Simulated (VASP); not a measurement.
# LaSi3Rh with and without spin-orbit coupling, part 3 of 4

What does spin-orbit coupling change in LaSi3Rh, and what does it cost? All runs use LDA. Left out of this account: at least 1 further run (fields: a reference on another mesh). The start is a computed cell from the Materials Project.

VASP 6.6.1, plane waves and PAW; the level of theory is named at each step.

So far. Step 3 (Bands along the symmetry lines (LDA + SOC)): Of the bands kept, 6 cross the Fermi level on this path (spinor bands, one electron each).

## 4. Total and projected DOS (LDA)

This step: LDA; plane waves and PAW (La, Si, Rh_pv) (VASP 6.6.1).

Here the states are counted by energy and projected on the atoms.

INCAR

```
SYSTEM = LaSi3Rh
PREC = Accurate
ENCUT = 400
EDIFF = 1E-06
NELM = 100
ISMEAR = -5
SIGMA = 0.05
LREAL = .FALSE.
ALGO = Normal
GGA = CA
NBANDS = 34
LASPH = .TRUE.
LORBIT = 11
LWAVE = .FALSE.
LCHARG = .FALSE.
KPAR = 4
NEDOS = 2001
```

POSCAR

```
LaSi3Rh
1.0
    0.0000000000     -4.2697357800      0.0000000000
   -4.2697357800      0.0000000000      0.0000000000
    2.1348678900     -2.1348678900     -4.9346317700
La Si Rh
1 3 1
Direct
    0.9994988900      0.0005011100      0.0010022200
    0.4119316800      0.5880683200      0.1761366400
    0.2620189200      0.2379810800      0.4759621600
    0.7620189200      0.7379810800      0.4759621600
    0.6545305800      0.3454694200      0.6909388400
```

KPOINTS

```
Automatic mesh
0
Gamma
7 7 7
0 0 0
```

PAW data sets: La, Si and Rh_pv (LDA family, release 64).

Command:

```console
$ mpirun -np 4 vasp_std
```

What it wrote:

```text
[... set-up lines as in an earlier step ...]
 entering main loop
       N       E                     dE             d eps       ncg     rms          rms(c)
DAV:   1     0.226780885407E+03    0.22678E+03   -0.14764E+04  3498   0.119E+03
DAV:   2    -0.110062072716E+02   -0.23779E+03   -0.21261E+03  2814   0.260E+02
DAV:   3    -0.357403207498E+02   -0.24734E+02   -0.22749E+02  3304   0.822E+01
DAV:   4    -0.374798679283E+02   -0.17395E+01   -0.17251E+01  4776   0.211E+01
DAV:   5    -0.375204605139E+02   -0.40593E-01   -0.40653E-01  3720   0.249E+00    0.127E+01
DAV:   6    -0.373472241018E+02    0.17324E+00   -0.81765E+00  3872   0.180E+01    0.586E+00
DAV:   7    -0.366925225534E+02    0.65470E+00   -0.27965E+00  3848   0.120E+01    0.396E+00
DAV:   8    -0.366496660140E+02    0.42857E-01   -0.35873E-01  3736   0.251E+00    0.931E-01
DAV:   9    -0.366380400409E+02    0.11626E-01   -0.67053E-02  3952   0.165E+00    0.314E-01
DAV:  10    -0.366371560765E+02    0.88396E-03   -0.53169E-03  3656   0.443E-01    0.145E-01
DAV:  11    -0.366370672697E+02    0.88807E-04   -0.52450E-04  4080   0.112E-01    0.591E-02
DAV:  12    -0.366370752539E+02   -0.79842E-05   -0.33086E-05  4320   0.298E-02    0.167E-02
DAV:  13    -0.366370761120E+02   -0.85805E-06   -0.33628E-06  3168   0.104E-02
   1 F= -.36637076E+02 E0= -.36637076E+02  d E =0.000000E+00
 -----------------------------------------------------------------------------
|                                                                             |
|           W    W    AA    RRRRR   N    N  II  N    N   GGGG   !!!           |
|           W    W   A  A   R    R  NN   N  II  NN   N  G    G  !!!           |
|           W    W  A    A  R    R  N N  N  II  N N  N  G       !!!           |
|           W WW W  AAAAAA  RRRRR   N  N N  II  N  N N  G  GGG   !            |
|           WW  WW  A    A  R   R   N   NN  II  N   NN  G    G                |
|           W    W  A    A  R    R  N    N  II  N    N   GGGG   !!!           |
|                                                                             |
|     Tetrahedron method does not include variations of the Fermi             |
|     occupations, so forces and stress will be inaccurate. We suggest        |
|     using a different smearing scheme ISMEAR = 1 or 2 for metals in         |
|     relaxations.                                                            |
|                                                                             |
 -----------------------------------------------------------------------------
```

Elapsed: 11 s, on 4 MPI ranks of Intel Xeon 6975P-C (Granite Rapids), shared host; peak memory 0.87 GiB; 43 s of CPU time.

OUTCAR, selected parts (step 4):

```text
The static configuration has the point symmetry C_4v.

 Found     40 irreducible k-points:

   NELECT =      38.0000    total number of electrons

 E-fermi :   9.6331

 k-point     1 :       0.0000    0.0000    0.0000
  band No.  band energies     occupation
    ...
     15       6.6804      2.00000
     16       7.0909      2.00000
     17       7.9393      2.00000
     18       7.9393      2.00000
     19       9.9089      0.83662
     20       9.9089     -0.08003
     21      10.8755      0.00000
     22      11.0311      0.00000
     23      11.7139      0.00000
     24      11.8001      0.00000
    ...

 k-point     2 :       0.1429    0.0000    0.0000
  band No.  band energies     occupation
    ...
     16       7.1092      2.00000
     17       8.0128      2.00000
     18       8.1764      2.00000
     19       9.1507      2.04069
     20       9.4597      1.65880
     21      10.9257      0.00000
     22      11.3135      0.00000
     23      11.7652      0.00000
     24      11.7768      0.00000
     25      11.8357      0.00000
    ...

  Total       -2.8016391     -2.8016391     -3.0623739      0.0000000      0.0000000      0.0000000
  in kB      -49.8960335    -49.8960335    -54.5396114      0.0000000      0.0000000      0.0000000
  external PRESSURE =     -51.4438928 kB  Pullay stress =       0.0000000 kB

 POSITION                                       TOTAL-FORCE (eV/Angst)
 -----------------------------------------------------------------------------------
     -0.00000     -4.26974     -0.00495         0.000000     -0.000000     -0.080776
     -2.13487     -2.13487     -0.86917         0.000000     -0.000000      0.198278
      0.00000     -2.13487     -2.34870        -0.000000      0.000000     -0.090357
     -2.13487     -4.26974     -2.34870        -0.000000      0.000000     -0.090357
      0.00000     -4.26974     -3.40953        -0.000000      0.000000      0.063212
 -----------------------------------------------------------------------------------
    total drift:                               -0.000013      0.000013     -0.000158

  FREE ENERGIE OF THE ION-ELECTRON SYSTEM (eV)
  ---------------------------------------------------
  free  energy   TOTEN  =       -36.6370761120 eV

  energy  without entropy=      -36.6370761120  energy(sigma->0) =      -36.63707611

 total charge
# of ion       s       p       d       f       tot
--------------------------------------------------
    1        2.028   5.635   0.768   0.179   8.609
    2        0.786   0.866   0.000   0.000   1.652
    3        0.789   0.825   0.000   0.000   1.614
    4        0.789   0.825   0.000   0.000   1.614
    5        0.427   6.366   7.294   0.000  14.087
--------------------------------------------------
tot          4.819  14.516   8.062   0.179  27.577

[... 8 parts as in an earlier step ...]

[... 5 further parts left out ...]
```

With tetrahedra the forces and stress of a metal are not exact derivatives of the energy.

Numbers from this step:

| Item | Value |
| --- | --- |
| SCF cycles | 13 |
| bands | 34 |
| irreducible k-points | 40 |
| free energy (TOTEN) | -36.64 eV |
| Fermi energy | 9.633 eV |
| pressure | -5.144 GPa |
| DOS at the Fermi level, one point of the energy grid | 1.775 states/eV/cell |

The density of states has structure finer than the step of the table below, so its rows give means over 0.5 eV, whole bins alone (the curve runs from -12.0 to 2.13 eV). Peaks (eV: height): total -4.66: 5.85, -4.31: 6.97, -3.44: 5.07, -2.57: 5.77; Rh d -4.31: 2.74, -3.88: 2.50, -3.53: 2.40, -2.92: 3.40; Si p -4.66: 0.964, -4.31: 1.04, -3.88: 0.611, -2.05: 0.685; La d -4.31: 0.152, -2.57: 0.248, -1.35: 0.343, 1.95: 0.855.

States under -12.0 eV and over 2.1 eV are left out. The density of states by energy, zero at the Fermi level; means over each step; values in states/eV/cell:

| energy (eV) | total | Rh d | La f | Si p | La d | Si s |
| --- | --- | --- | --- | --- | --- | --- |
| -11.5 | 0.0315 | 2.3e-5 | 0 | 2.5e-4 | 1.4e-5 | 0.0113 |
| -11.0 | 0.388 | 0.00133 | 6.2e-5 | 0.00522 | 5.4e-4 | 0.138 |
| -10.5 | 0.976 | 0.00965 | 1.1e-4 | 0.0200 | 0.00343 | 0.348 |
| -10.0 | 1.52 | 0.0300 | 5.8e-4 | 0.0485 | 0.0117 | 0.537 |
| -9.5 | 0.825 | 0.0207 | 5.5e-4 | 0.0337 | 0.00937 | 0.287 |
| -9.0 | 0.260 | 0.00724 | 2.5e-4 | 0.0129 | 0.00398 | 0.0885 |
| -8.5 | 1.13 | 0.0551 | 0.00118 | 0.0456 | 0.0134 | 0.381 |
| -8.0 | 1.59 | 0.104 | 0.00230 | 0.0626 | 0.0232 | 0.548 |
| -7.5 | 1.41 | 0.101 | 0.00295 | 0.0641 | 0.0209 | 0.460 |
| -7.0 | 1.55 | 0.160 | 0.00485 | 0.0698 | 0.0277 | 0.505 |
| -6.5 | 1.73 | 0.224 | 0.00704 | 0.0775 | 0.0279 | 0.560 |
| -6.0 | 0.584 | 0.0834 | 0.00331 | 0.0254 | 0.00671 | 0.192 |
| -5.5 | 0.175 | 0.0274 | 4.3e-4 | 0.0322 | 0.00372 | 0.00334 |
| -5.0 | 2.42 | 0.649 | 0.00707 | 0.435 | 0.0402 | 0.0418 |
| -4.5 | 4.40 | 1.68 | 0.0122 | 0.689 | 0.0867 | 0.0530 |
| -4.0 | 4.07 | 1.96 | 0.0114 | 0.506 | 0.0714 | 0.0391 |
| -3.5 | 4.10 | 1.97 | 0.0138 | 0.450 | 0.0915 | 0.0326 |
| -3.0 | 4.22 | 2.43 | 0.0186 | 0.342 | 0.0939 | 0.0689 |
| -2.5 | 4.64 | 2.06 | 0.0270 | 0.464 | 0.203 | 0.0758 |
| -2.0 | 3.62 | 1.14 | 0.0392 | 0.494 | 0.181 | 0.0575 |
| -1.5 | 3.48 | 0.894 | 0.0519 | 0.454 | 0.252 | 0.0736 |
| -1.0 | 2.28 | 0.483 | 0.0515 | 0.299 | 0.181 | 0.0748 |
| -0.5 | 1.74 | 0.326 | 0.0690 | 0.241 | 0.128 | 0.0679 |
| 0.0 | 1.74 | 0.290 | 0.111 | 0.253 | 0.134 | 0.0631 |
| 0.5 | 1.63 | 0.238 | 0.173 | 0.209 | 0.148 | 0.0532 |
| 1.0 | 2.05 | 0.191 | 0.344 | 0.204 | 0.242 | 0.0605 |
| 1.5 | 3.34 | 0.318 | 1.01 | 0.207 | 0.425 | 0.107 |

Force by atom:

| atom | x (eV/Å) | y (eV/Å) | z (eV/Å) | size |
| --- | --- | --- | --- | --- |
| La1 | 0.000 | 0.000 | -0.081 | 0.081 |
| Si2 | 0.000 | 0.000 | 0.198 | 0.198 |
| Si3 | 0.000 | 0.000 | -0.090 | 0.090 |
| Si4 | 0.000 | 0.000 | -0.090 | 0.090 |
| Rh5 | 0.000 | 0.000 | 0.063 | 0.063 |

Of the states within 0.3 eV of the Fermi level, the largest shares in the PAW spheres are Rh d 17 %, Si p 14 % and La d 8 %. The rest lies in smaller channels or between the spheres.

## 5. Density of states (LDA + SOC)

This step: LDA, spin-orbit coupling; plane waves and PAW (La, Si, Rh_pv) (VASP 6.6.1).

Here the states are counted by energy and projected on the atoms.

INCAR: that of step 4 with these lines changed.

```diff
@@ -10,4 +10,9 @@
 GGA = CA
-NBANDS = 34
+LNONCOLLINEAR = .TRUE.
+MAGMOM = 0 0 0 0 0 0 0 0 0 0 0 0 0 0 0
+NBANDS = 50
+GGA_COMPAT = .FALSE.
 LASPH = .TRUE.
+LSORBIT = .TRUE.
+LMAXMIX = 6
 LORBIT = 11
```

POSCAR is that of step 4.

KPOINTS is that of step 4.

Command:

```console
$ mpirun -np 4 vasp_ncl
```

What it wrote:

```text
[... set-up lines as in an earlier step ...]
 entering main loop
       N       E                     dE             d eps       ncg     rms          rms(c)
DAV:   1     0.371163468986E+03    0.37116E+03   -0.13727E+04  7832   0.163E+03
DAV:   2     0.340610847212E+02   -0.33710E+03   -0.31356E+03  7904   0.392E+02
DAV:   3    -0.292775793741E+02   -0.63339E+02   -0.58844E+02  9842   0.159E+02
DAV:   4    -0.374034616893E+02   -0.81259E+01   -0.77247E+01 12446   0.601E+01
DAV:   5    -0.379432399643E+02   -0.53978E+00   -0.53079E+00 13196   0.148E+01    0.129E+01
DAV:   6    -0.377481026346E+02    0.19514E+00   -0.14414E+01 10120   0.255E+01    0.599E+00
DAV:   7    -0.371145788576E+02    0.63352E+00   -0.51122E+00 10848   0.195E+01    0.417E+00
DAV:   8    -0.371438259127E+02   -0.29247E-01   -0.10579E+00 11480   0.597E+00    0.171E+00
DAV:   9    -0.370934753859E+02    0.50351E-01   -0.24985E-01 11144   0.397E+00    0.525E-01
DAV:  10    -0.370951101925E+02   -0.16348E-02   -0.34747E-02 12360   0.118E+00    0.277E-01
DAV:  11    -0.370945105397E+02    0.59965E-03   -0.19927E-03 11872   0.379E-01    0.125E-01
DAV:  12    -0.370943401924E+02    0.17035E-03   -0.90390E-04 10888   0.213E-01    0.401E-02
DAV:  13    -0.370943641265E+02   -0.23934E-04   -0.12056E-04 12512   0.106E-01    0.147E-02
DAV:  14    -0.370943683025E+02   -0.41760E-05   -0.11527E-05 11264   0.231E-02    0.577E-03
DAV:  15    -0.370943702104E+02   -0.19079E-05   -0.11045E-06  6536   0.914E-03    0.207E-03
DAV:  16    -0.370943727031E+02   -0.24927E-05   -0.44538E-07  5632   0.772E-03    0.475E-04
DAV:  17    -0.370943728044E+02   -0.10132E-06   -0.18641E-07  5600   0.791E-03
   1 F= -.37094373E+02 E0= -.37094373E+02  d E =0.000000E+00  mag=     0.0000     0.0000    -0.0000
 [... a notice as in an earlier step ...]
```

Elapsed: 95 s, on 4 MPI ranks; peak memory 1.9 GiB; 6.3 min of CPU time.

From OUTCAR (step 5):

```text
   NELECT =      38.0000    total number of electrons

 E-fermi :   9.6328

 k-point     1 :       0.0000    0.0000    0.0000
  band No.  band energies     occupation
    ...
     34       7.8945      1.00000
     35       7.9950      1.00000
     36       7.9950      1.00000
     37       9.8365      0.53727
     38       9.8365      0.50693
     39       9.9730     -0.10006
     40       9.9730     -0.12404
     41      10.8828      0.00000
     42      10.8828      0.00000
     43      11.0314      0.00000
    ...

  Total       -2.7958289     -2.7958289     -3.0539111      0.0000000      0.0000000      0.0000000
  in kB      -49.7925564    -49.7925564    -54.3888927      0.0000000      0.0000000      0.0000000
  external PRESSURE =     -51.3246685 kB  Pullay stress =       0.0000000 kB

 POSITION                                       TOTAL-FORCE (eV/Angst)
 -----------------------------------------------------------------------------------
     -0.00000     -4.26974     -0.00495        -0.000000      0.000000     -0.078196
     -2.13487     -2.13487     -0.86917         0.000000     -0.000000      0.192821
      0.00000     -2.13487     -2.34870        -0.000000      0.000000     -0.086807
     -2.13487     -4.26974     -2.34870        -0.000000      0.000000     -0.086807
      0.00000     -4.26974     -3.40953        -0.000000      0.000000      0.058989
 -----------------------------------------------------------------------------------
    total drift:                               -0.000013      0.000013      0.000207

  FREE ENERGIE OF THE ION-ELECTRON SYSTEM (eV)
  ---------------------------------------------------
  free  energy   TOTEN  =       -37.0943728044 eV

  energy  without entropy=      -37.0943728044  energy(sigma->0) =      -37.09437280

 Spin-Orbit-Coupling matrix elements
 Ion:    1  E_soc:     -0.6099873
 Ion:    2  E_soc:     -0.0007077
 Ion:    3  E_soc:     -0.0005596
 Ion:    4  E_soc:     -0.0005596
 Ion:    5  E_soc:     -0.3061972

 magnetization (x)
# of ion       s       p       d       f       tot
--------------------------------------------------
    1        0.000   0.000   0.000   0.000   0.000
    2        0.000   0.000   0.000   0.000   0.000
    3        0.000   0.000   0.000   0.000   0.000
    4        0.000   0.000   0.000   0.000   0.000
    5        0.000   0.000  -0.000   0.000  -0.000
--------------------------------------------------
tot          0.000   0.000  -0.000   0.000   0.000

 magnetization (y)
# of ion       s       p       d       f       tot
--------------------------------------------------
    1        0.000   0.000   0.000   0.000   0.000
    2        0.000   0.000   0.000   0.000   0.000
    3        0.000   0.000   0.000   0.000   0.000
    4        0.000   0.000   0.000   0.000   0.000
    5       -0.000  -0.000   0.000   0.000   0.000
--------------------------------------------------
tot         -0.000  -0.000   0.000   0.000   0.000

 magnetization (z)
# of ion       s       p       d       f       tot
--------------------------------------------------
    1        0.000   0.000   0.000   0.000   0.000
    2       -0.000   0.000   0.000   0.000   0.000
    3       -0.000   0.000   0.000   0.000   0.000
    4       -0.000   0.000   0.000   0.000   0.000
    5        0.000   0.000  -0.000   0.000  -0.000
--------------------------------------------------
tot          0.000   0.000   0.000   0.000   0.000

[... 8 parts as in an earlier step ...]

[... 9 further parts left out ...]
```

This step gave:

```yaml
scf_cycles: 17
bands: 50
irreducible_k_points: 70
free_energy_toten: -37.09 eV
pressure: -5.132 GPa
dos_at_the_fermi_level_one_point_of_the_energy_grid: 1.750 states/eV/cell
```

On-site spin-orbit energy by atom:

| atom | on-site spin-orbit energy (eV) |
| --- | --- |
| La1 | -0.610 |
| Si2 | -0.001 |
| Si3 | -0.001 |
| Si4 | -0.001 |
| Rh5 | -0.306 |

The density of states has structure finer than the step of the table below, so its rows give means over 0.5 eV, whole bins alone (the curve runs from -12.0 to 1.70 eV). Peaks (eV: height): total -4.66: 5.78, -4.33: 7.10, -3.90: 5.16, -2.63: 6.13; Rh d -4.33: 2.87, -3.90: 2.54, -2.88: 2.84, -2.63: 2.93; Si p -4.66: 0.935, -4.33: 1.04, -3.90: 0.622, -2.03: 0.704; La d -4.33: 0.150, -2.63: 0.257, -2.03: 0.240, -1.35: 0.35.

States under -12.0 eV and over 1.7 eV are left out. Density of states against energy, zero at the Fermi level; means over each step; 7 of 8 lines; values in states/eV/cell:

| energy (eV) | total | Rh d | Si p | La d | La f | Si s | Rh p |
| --- | --- | --- | --- | --- | --- | --- | --- |
| -11.5 | 0.0297 | 2.2e-5 | 2.4e-4 | 1.5e-5 | 0 | 0.0106 | 9.2e-5 |
| -11.0 | 0.378 | 0.00125 | 0.00504 | 5.3e-4 | 4.7e-5 | 0.135 | 0.00180 |
| -10.5 | 0.961 | 0.00940 | 0.0196 | 0.00336 | 1.1e-4 | 0.341 | 0.00723 |
| -10.0 | 1.53 | 0.0300 | 0.0483 | 0.0116 | 5.6e-4 | 0.538 | 0.0145 |
| -9.5 | 0.837 | 0.0211 | 0.0341 | 0.00947 | 5.6e-4 | 0.290 | 0.00816 |
| -9.0 | 0.263 | 0.00740 | 0.0131 | 0.00406 | 2.1e-4 | 0.0894 | 0.00236 |
| -8.5 | 1.12 | 0.0548 | 0.0452 | 0.0132 | 0.00117 | 0.377 | 0.0123 |
| -8.0 | 1.59 | 0.104 | 0.0627 | 0.0232 | 0.00226 | 0.547 | 0.0224 |
| -7.5 | 1.42 | 0.102 | 0.0639 | 0.0209 | 0.00295 | 0.460 | 0.0171 |
| -7.0 | 1.55 | 0.162 | 0.0695 | 0.0275 | 0.00484 | 0.504 | 0.0231 |
| -6.5 | 1.74 | 0.226 | 0.0776 | 0.0279 | 0.00704 | 0.561 | 0.0337 |
| -6.0 | 0.580 | 0.0833 | 0.0252 | 0.00661 | 0.00328 | 0.190 | 0.0147 |
| -5.5 | 0.177 | 0.0281 | 0.0325 | 0.00373 | 4.1e-4 | 0.00340 | 7.1e-4 |
| -5.0 | 2.50 | 0.686 | 0.445 | 0.0409 | 0.00727 | 0.0427 | 0.0225 |
| -4.5 | 4.48 | 1.75 | 0.688 | 0.0875 | 0.0121 | 0.0537 | 0.0399 |
| -4.0 | 3.97 | 1.91 | 0.490 | 0.0698 | 0.0111 | 0.0379 | 0.0303 |
| -3.5 | 4.10 | 1.97 | 0.450 | 0.0911 | 0.0139 | 0.0337 | 0.0294 |
| -3.0 | 4.09 | 2.32 | 0.336 | 0.0949 | 0.0177 | 0.0675 | 0.0226 |
| -2.5 | 4.68 | 2.08 | 0.472 | 0.202 | 0.0276 | 0.0773 | 0.0774 |
| -2.0 | 3.63 | 1.15 | 0.494 | 0.183 | 0.0388 | 0.0571 | 0.0946 |
| -1.5 | 3.45 | 0.889 | 0.451 | 0.249 | 0.0514 | 0.0727 | 0.122 |
| -1.0 | 2.29 | 0.491 | 0.300 | 0.182 | 0.0516 | 0.0749 | 0.0952 |
| -0.5 | 1.76 | 0.330 | 0.243 | 0.129 | 0.0690 | 0.0681 | 0.0759 |
| 0.0 | 1.73 | 0.287 | 0.251 | 0.134 | 0.110 | 0.0628 | 0.0663 |
| 0.5 | 1.63 | 0.238 | 0.210 | 0.150 | 0.174 | 0.0530 | 0.0480 |
| 1.0 | 2.05 | 0.194 | 0.203 | 0.239 | 0.352 | 0.0612 | 0.0396 |

Force by atom:

| atom | x (eV/Å) | y (eV/Å) | z (eV/Å) | size |
| --- | --- | --- | --- | --- |
| La1 | 0.000 | 0.000 | -0.078 | 0.078 |
| Si2 | 0.000 | 0.000 | 0.193 | 0.193 |
| Si3 | 0.000 | 0.000 | -0.087 | 0.087 |
| Si4 | 0.000 | 0.000 | -0.087 | 0.087 |
| Rh5 | 0.000 | 0.000 | 0.059 | 0.059 |

The DOS at the Fermi level goes from 1.78 to 1.75 states/eV/cell, a number that is sensitive to the mesh. The run took 8.3 times the core time, with 50 spinor bands against 34. Of the states within 0.3 eV of the Fermi level, the largest shares in the PAW spheres are Rh d 17 %, Si p 14 % and La d 8 %. The rest lies in smaller channels or between the spheres.

(Continued in part 4 of 4.)

[Lines on the potential files, build, host, timing and source positions are cut from VASP's logs without a mark.]

[Logs are printed without paths, hosts, clocks, repeated set-up lines and the standing remarks that a program may print on its own settings, such as how far it seeks lower states.]

[Hosts, paths, dates, database ids (printed as entryN), source tags and the programs' standing remarks are cut or masked in the printed files.]

[A measured line is paired with the nearest computed mode of its activity, which favours agreement.]

[In band tables of VASP the shares of atoms and orbitals are scaled to a sum of 1 inside the atoms' spheres.]
